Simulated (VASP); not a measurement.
# Lattice vibrations of PbO2, part 2 of 2

How does the lattice of PbO2 vibrate? The start is a computed cell from the Materials Project.

VASP 6.6.1; PBE; plane waves and PAW (Pb, O).

So far. Step 2 (Relax the host): The run ended after 7 ionic steps, 0.096 eV below its first step, once forces and stress met EDIFFG = -0.02. Step 3 (Relax the host again, on a new basis): The start already met the threshold, so nothing moved. The relaxed cell has a = 5.092, c = 3.451 Å (conventional setting).

## 4. Tight relaxation

Force constants are second derivatives, so residual forces and stress must first be far smaller than in an ordinary relaxation. Smearing, mesh and cutoff differ from the relaxation before, which can move the cell too.

Contents of INCAR:

```
SYSTEM = PbO2
PREC = Accurate
ENCUT = 480
EDIFF = 1E-08
NELM = 120
ISMEAR = 1
SIGMA = 0.2
LREAL = .FALSE.
ALGO = Fast
GGA = PE
NBANDS = 22
LORBIT = 11
LWAVE = .FALSE.
LCHARG = .FALSE.
KPAR = 4
LASPH = .TRUE.
IBRION = 1
NSW = 30
ISIF = 3
EDIFFG = -0.002
POTIM = 0.4
```

Contents of POSCAR:

```
PbO2
1.0
    5.0922722700      0.0000000000      0.0000000000
    0.0000000000      5.0922722700      0.0000000000
    0.0000000000      0.0000000000      3.4513521103
Pb O
2 4
Direct
    0.5000000000      0.5000000000      0.5000000000
    0.0000000000      0.0000000000      0.0000000000
    0.6920041650      0.6920041650      0.0000000000
    0.8079958350      0.1920041650      0.5000000000
    0.1920041650      0.8079958350      0.5000000000
    0.3079958350      0.3079958350      0.0000000000
```

Contents of KPOINTS:

```
Automatic mesh
0
Gamma
7 7 10
0 0 0
```

Potentials, in the order of the species: Pb and O (PBE family, release 64).

On the command line:

```bash
> mpirun -np 4 vasp_std
```

The log of the run:

```text
[... set-up lines as in an earlier step ...]
 entering main loop
       N       E                     dE             d eps       ncg     rms          rms(c)
DAV:   1     0.195389604696E+03    0.19539E+03   -0.14542E+04  2640   0.121E+03
DAV:   2    -0.227208763357E+02   -0.21811E+03   -0.20868E+03  3516   0.269E+02
DAV:   3    -0.379236954125E+02   -0.15203E+02   -0.15011E+02  3186   0.779E+01
DAV:   4    -0.381119006943E+02   -0.18821E+00   -0.18788E+00  3180   0.955E+00
DAV:   5    -0.381152973240E+02   -0.33966E-02   -0.33956E-02  3162   0.126E+00    0.330E+01
RMM:   6    -0.321923748262E+02    0.59229E+01   -0.21347E+01  2640   0.256E+01    0.160E+01
RMM:   7    -0.321761114530E+02    0.16263E-01   -0.17226E+00  2650   0.640E+00    0.578E+00
RMM:   8    -0.321327820022E+02    0.43329E-01   -0.34057E-01  2652   0.333E+00    0.960E-01
RMM:   9    -0.321373478360E+02   -0.45658E-02   -0.87880E-02  2771   0.142E+00    0.986E-01
RMM:  10    -0.321387809946E+02   -0.14332E-02   -0.11923E-02  2832   0.514E-01    0.107E-01
RMM:  11    -0.321387047189E+02    0.76276E-04   -0.21032E-03  2640   0.276E-01    0.489E-02
RMM:  12    -0.321387347270E+02   -0.30008E-04   -0.42382E-04  2735   0.106E-01    0.290E-02
RMM:  13    -0.321387395467E+02   -0.48197E-05   -0.86027E-05  2801   0.451E-02    0.313E-02
RMM:  14    -0.321387388636E+02    0.68318E-06   -0.12102E-05  2743   0.184E-02    0.450E-03
RMM:  15    -0.321387390161E+02   -0.15256E-06   -0.47638E-06  2650   0.120E-02    0.806E-03
RMM:  16    -0.321387390816E+02   -0.65455E-07   -0.85016E-07  2889   0.416E-03    0.978E-03
RMM:  17    -0.321387392345E+02   -0.15295E-06   -0.17509E-07  2640   0.264E-03    0.272E-03
RMM:  18    -0.321387393033E+02   -0.68757E-07   -0.21071E-07  2640   0.283E-03    0.306E-03
RMM:  19    -0.321387392981E+02    0.51828E-08   -0.44763E-08  2133   0.111E-03
   1 F= -.32138739E+02 E0= -.32141687E+02  d E =-.321387E+02
 BRION: g(F)=  0.869E-04 g(S)=  0.898E-04
 bond charge predicted
       N       E                     dE             d eps       ncg     rms          rms(c)
DAV:   1    -0.321390963637E+02   -0.35706E-03   -0.23964E-02  3312   0.120E+00    0.186E-01
RMM:   2    -0.321388427897E+02    0.25357E-03   -0.10971E-03  2640   0.220E-01    0.582E-02
RMM:   3    -0.321388402556E+02    0.25341E-05   -0.13328E-04  2645   0.780E-02    0.238E-02
RMM:   4    -0.321388379235E+02    0.23322E-05   -0.18936E-05  2653   0.277E-02    0.539E-03
RMM:   5    -0.321388384451E+02   -0.52164E-06   -0.55356E-06  2700   0.134E-02    0.439E-03
RMM:   6    -0.321388385416E+02   -0.96513E-07   -0.89901E-07  2646   0.630E-03    0.157E-03
RMM:   7    -0.321388386156E+02   -0.73992E-07   -0.31683E-07  2774   0.297E-03    0.756E-04
RMM:   8    -0.321388386165E+02   -0.87357E-09   -0.51575E-08  2212   0.142E-03
   2 F= -.32138839E+02 E0= -.32141767E+02  d E =-.993184E-04
[...]
3 F= -.32138855E+02 E0= -.32141785E+02  d E =-.168274E-04
[...]
4 F= -.32138862E+02 E0= -.32141787E+02  d E =-.691868E-05
 BRION: g(F)=  0.148E-05 g(S)=  0.739E-06 retain N=  2 mean eig= 0.48
 eig:   0.407  0.553
 bond charge predicted
       N       E                     dE             d eps       ncg     rms          rms(c)
DAV:   1    -0.321388643560E+02   -0.19936E-05   -0.12526E-03  2856   0.272E-01    0.163E-02
RMM:   2    -0.321388651825E+02   -0.82653E-06   -0.20570E-05  2640   0.330E-02    0.625E-03
RMM:   3    -0.321388649388E+02    0.24378E-06   -0.19281E-06  2661   0.104E-02    0.302E-03
RMM:   4    -0.321388648778E+02    0.60947E-07   -0.43465E-07  2644   0.473E-03    0.694E-04
RMM:   5    -0.321388648861E+02   -0.82850E-08   -0.81950E-08  2374   0.171E-03
   5 F= -.32138865E+02 E0= -.32141784E+02  d E =-.252351E-05
 BRION: g(F)=  0.527E-08 g(S)=  0.239E-06 retain N=  2 mean eig= 2.43
 eig:   1.055  3.803
 reached required accuracy - stopping structural energy minimisation
```

It took 70 s on 4 MPI ranks of Intel Xeon Platinum 8559C (Emerald Rapids), shared host; peak memory 1 GiB; 4.6 min of CPU time.

From OUTCAR (step 4):

```text
 Found     60 irreducible k-points:

   k-points           NKPTS =     60   k-points in BZ     NKDIM =     60   number of bands    NBANDS=     22

   dimension x,y,z NGX =    36 NGY =   36 NGZ =   28
   dimension x,y,z NGXF=    72 NGYF=   72 NGZF=   56

   ENCUT  =  480.0 eV  35.28 Ry    5.94 a.u.   9.10  9.10  6.17*2*pi/ulx,y,z

   NELECT =      32.0000    total number of electrons

 E-fermi :   2.1739

 k-point     1 :       0.0000    0.0000    0.0000
  band No.  band energies     occupation
    ...
     12       1.3164      2.00000
     13       1.4628      2.00001
     14       1.4628      2.00001
     15       1.6408      2.00107
     16       1.6408      2.00107
     17       2.2879      0.18759
     18       5.9800     -0.00000
     19       7.8643      0.00000
     20       7.8643      0.00000
     21      11.6509      0.00000
    ...

 k-point     2 :       0.1429    0.0000    0.0000
  band No.  band energies     occupation
    ...
     13       1.4579      2.00001
     14       1.4608      2.00001
     15       1.6590      2.00165
     16       1.9671      2.05661
     17       2.2204      0.61801
     18       5.8145     -0.00000
     19       7.9477      0.00000
     20       7.9777      0.00000
     21      11.5478      0.00000
     22      11.9265      0.00000

  Total        0.0042549      0.0042549     -0.0009662      0.0000000      0.0000000      0.0000000
  in kB        0.0762436      0.0762436     -0.0173127      0.0000000      0.0000000      0.0000000
  external PRESSURE =       0.0450582 kB  Pullay stress =       0.0000000 kB

  energy-cutoff  :      480.00
  volume of cell :       89.41
      direct lattice vectors                 reciprocal lattice vectors
     5.091695390 -0.000000000  0.000000000     0.196398237 -0.000000000  0.000000000
     0.000000000  5.091695390  0.000000000     0.000000000  0.196398237  0.000000000
     0.000000000  0.000000000  3.448837521     0.000000000  0.000000000  0.289952772

 POSITION                                       TOTAL-FORCE (eV/Angst)
 -----------------------------------------------------------------------------------
      2.54585      2.54585      1.72442         0.000000      0.000000      0.000000
      0.00000      0.00000      0.00000         0.000000      0.000000      0.000000
      3.52471      3.52471     -0.00000        -0.000131     -0.000131      0.000000
      4.11283      0.97887      1.72442         0.000131     -0.000131      0.000000
      0.97887      4.11283      1.72442        -0.000131      0.000131      0.000000
      1.56698      1.56698      0.00000         0.000131      0.000131     -0.000000
 -----------------------------------------------------------------------------------
    total drift:                                0.000000     -0.000000     -0.000000

  FREE ENERGIE OF THE ION-ELECTRON SYSTEM (eV)
  ---------------------------------------------------
  free  energy   TOTEN  =       -32.1388648861 eV

  energy  without entropy=      -32.1476237245  energy(sigma->0) =      -32.14178450

 total charge
# of ion       s       p       d       tot
------------------------------------------
    1        1.395   1.530   0.524   3.449
    2        1.395   1.530   0.524   3.449
    3        1.587   3.353   0.000   4.941
    4        1.587   3.353   0.000   4.941
    5        1.587   3.353   0.000   4.941
    6        1.587   3.353   0.000   4.941
--------------------------------------------------
tot          9.137  16.474   1.049  26.661

[... 5 parts as in an earlier step ...]

[... 6 further parts left out ...]
```

Little changed from the start: no atom moved by 0.005 Å and no cell edge by 0.1 %.

This step gave:

```yaml
electronic_cycles: 45
energy_at_zero_smearing: -32.14 eV
fermi_energy: 2.174 eV
pressure: 0.004506 GPa
```

The run ended after 5 ionic steps, 0.000 eV below its first step, once forces and stress met EDIFFG = -0.002.

A spacing of under 0.3 eV between levels on this mesh is not given as a gap, since the run was smeared as a metal.

## 5. Force constants in the supercell

System of this step: PbO2. The cell holds 48 atoms: 16 Pb and 32 O. Cell: a = 7.984 Å, b = 15.968 Å, c = 7.984 Å, α = 100.8°, β = 100.8°, γ = 128.8°. It derives from PbO2.

Each independent atom is moved by 0.015 Å both ways; the forces give the force constants out to half the supercell.

Contents of INCAR:

```
SYSTEM = PbO2
PREC = Accurate
ENCUT = 480
EDIFF = 1E-07
NELM = 120
ISMEAR = 1
SIGMA = 0.2
LREAL = Auto
ALGO = Fast
GGA = PE
NBANDS = 164
LWAVE = .FALSE.
LCHARG = .FALSE.
KPAR = 4
LASPH = .TRUE.
IBRION = 6
NSW = 1
NFREE = 2
POTIM = 0.015
ISIF = 0
ADDGRID = .TRUE.
```

Contents of POSCAR:

```
PbO2
1.0
   -5.0916953901      5.0916953901      3.4488375214
   10.1833907802    -10.1833907802      6.8976750428
    5.0916953901      5.0916953901     -3.4488375214
Pb O
16 32
Direct
    0.5000000000      0.2500000000      0.5000000000
    0.0000000000      0.5000000000      0.5000000000
    0.0000000000      0.2500000000      0.0000000000
    0.5000000000      0.7500000000      0.5000000000
    0.0000000000      0.0000000000      0.5000000000
    0.5000000000      0.5000000000      0.0000000000
    0.0000000000      0.7500000000      0.0000000000
    0.5000000000      0.0000000000      0.0000000000
    0.0000000000      0.0000000000      0.0000000000
    0.5000000000      0.2500000000      0.0000000000
    0.5000000000      0.0000000000      0.5000000000
    0.0000000000      0.5000000000      0.0000000000
    0.5000000000      0.7500000000      0.0000000000
    0.0000000000      0.2500000000      0.5000000000
    0.5000000000      0.5000000000      0.5000000000
    0.0000000000      0.7500000000      0.5000000000
    0.3461238235      0.1730619117      0.6922476470
    0.8461238235      0.4230619117      0.6922476470
    0.8461238235      0.1730619117      0.1922476470
    0.3461238235      0.6730619118      0.6922476470
    0.8461238235      0.9230619118      0.6922476470
    0.3461238235      0.4230619117      0.1922476470
    0.8461238235      0.6730619118      0.1922476470
    0.3461238235      0.9230619117      0.1922476470
    0.3461238235      0.3269380883      0.5000000000
    0.8461238235      0.5769380882      0.5000000000
    0.8461238235      0.3269380883      0.0000000000
    0.3461238235      0.8269380882      0.5000000000
    0.8461238235      0.0769380882      0.5000000000
    0.3461238235      0.5769380882      0.0000000000
    0.8461238235      0.8269380882      0.0000000000
    0.3461238235      0.0769380882      0.0000000000
    0.6538761765      0.1730619117      0.5000000000
    0.1538761765      0.4230619117      0.5000000000
    0.1538761765      0.1730619117      0.0000000000
    0.6538761765      0.6730619118      0.5000000000
    0.1538761765      0.9230619118      0.5000000000
    0.6538761765      0.4230619117      0.0000000000
    0.1538761765      0.6730619118      0.0000000000
    0.6538761765      0.9230619118      0.0000000000
    0.1538761765      0.0769380882      0.3077523530
    0.6538761765      0.3269380883      0.3077523530
    0.6538761765      0.0769380882      0.8077523530
    0.1538761765      0.5769380882      0.3077523530
    0.6538761765      0.8269380882      0.3077523530
    0.1538761765      0.3269380883      0.8077523530
    0.6538761765      0.5769380883      0.8077523530
    0.1538761765      0.8269380882      0.8077523530
```

Contents of KPOINTS:

```
Automatic mesh
0
Gamma
6 6 6
0 0 0
```

On the command line:

```bash
> mpirun -np 4 vasp_std
```

The log of the run:

```text
[banner, memory and clock lines left out]
running    4 mpi-ranks, on    1 nodes
[...]
LDA part: xc-table for (Slater+PW92), standard interpolation
 POSCAR, INCAR and KPOINTS ok, starting setup
[...]
entering main loop
       N       E                     dE             d eps       ncg     rms          rms(c)
DAV:   1     0.182733506255E+04    0.18273E+04   -0.11555E+05 22312   0.132E+03
DAV:   2    -0.118736494929E+03   -0.19461E+04   -0.18953E+04 28272   0.295E+02
DAV:   3    -0.301066005118E+03   -0.18233E+03   -0.17907E+03 25808   0.997E+01
DAV:   4    -0.304830313687E+03   -0.37643E+01   -0.37390E+01 26064   0.150E+01
[...]
RMM:  18    -0.257132202556E+03   -0.51237E-06   -0.37834E-06 22477   0.329E-03    0.188E-03
RMM:  19    -0.257132202855E+03   -0.29881E-06   -0.63016E-07 18086   0.121E-03    0.281E-03
RMM:  20    -0.257132202840E+03    0.14465E-07   -0.36797E-07 16842   0.120E-03
   1 F= -.25713220E+03 E0= -.25715684E+03  d E =0.739177E-01
 Found     6 degrees of freedom:
 Finite differences POTIM= 0.01500 DOF=   6
[...]
N       E                     dE             d eps       ncg     rms          rms(c)
DAV:   1    -0.257130673800E+03    0.15291E-02   -0.48738E-02 40844   0.457E-01    0.279E-01
RMM:   2    -0.257130666640E+03    0.71597E-05   -0.16108E-03 36736   0.892E-02    0.132E-01
RMM:   3    -0.257130627232E+03    0.39408E-04   -0.44311E-04 36741   0.454E-02    0.409E-02
RMM:   4    -0.257130607565E+03    0.19667E-04   -0.92421E-05 38721   0.177E-02    0.193E-02
RMM:   5    -0.257130610479E+03   -0.29137E-05   -0.31011E-05 39429   0.966E-03    0.816E-03
RMM:   6    -0.257130611101E+03   -0.62236E-06   -0.53245E-06 38839   0.439E-03    0.496E-03
RMM:   7    -0.257130611161E+03   -0.59434E-07   -0.10763E-06 33736   0.215E-03    0.118E-03
RMM:   8    -0.257130611188E+03   -0.27168E-07   -0.31258E-07 25916   0.101E-03
   2 F= -.25713061E+03 E0= -.25715526E+03  d E =0.739522E-01
 Finite differences progress:
  Degree of freedom:   1/  6
  Displacement:        1/  2
  Total:               1/ 12
[...]
N       E                     dE             d eps       ncg     rms          rms(c)
DAV:   1    -0.257130984201E+03   -0.37304E-03   -0.15598E-01 40100   0.816E-01    0.541E-01
RMM:   2    -0.257130833856E+03    0.15034E-03   -0.51831E-03 36736   0.161E-01    0.262E-01
RMM:   3    -0.257130660939E+03    0.17292E-03   -0.15836E-03 36741   0.861E-02    0.797E-02
RMM:   4    -0.257130597261E+03    0.63677E-04   -0.30656E-04 38037   0.334E-02    0.374E-02
RMM:   5    -0.257130609055E+03   -0.11793E-04   -0.11077E-04 39762   0.182E-02    0.160E-02
RMM:   6    -0.257130610966E+03   -0.19109E-05   -0.18590E-05 38505   0.830E-03    0.982E-03
RMM:   7    -0.257130611090E+03   -0.12407E-06   -0.38907E-06 36750   0.414E-03    0.229E-03
RMM:   8    -0.257130611181E+03   -0.91575E-07   -0.12287E-06 35661   0.197E-03    0.125E-03
RMM:   9    -0.257130611191E+03   -0.97389E-08   -0.19287E-07 23512   0.836E-04
   3 F= -.25713061E+03 E0= -.25715526E+03  d E =0.739523E-01
 Finite differences progress:
  Degree of freedom:   1/  6
  Displacement:        2/  2
  Total:               2/ 12
[...]
N       E                     dE             d eps       ncg     rms          rms(c)
DAV:   1    -0.257130697195E+03   -0.86014E-04   -0.98382E-02 39620   0.654E-01    0.325E-01
```

It took 2.6 h on 4 MPI ranks.

The run was stopped at its time limit, so it gives no result of its own.

## 6. Outcome

```yaml
result: none
```

In words: The session ends without its result: «force constants in the supercell» met its time limit.

[Lines on the potential files, build, host, timing and source positions are cut from VASP's logs without a mark.]

[Logs are printed without paths, hosts, clocks, repeated set-up lines and the standing remarks that a program may print on its own settings, such as how far it seeks lower states.]

[Hosts, paths, dates, database ids (printed as entryN), source tags and the programs' standing remarks are cut or masked in the printed files.]

[Runs that stopped without an error message from VASP are left out.]
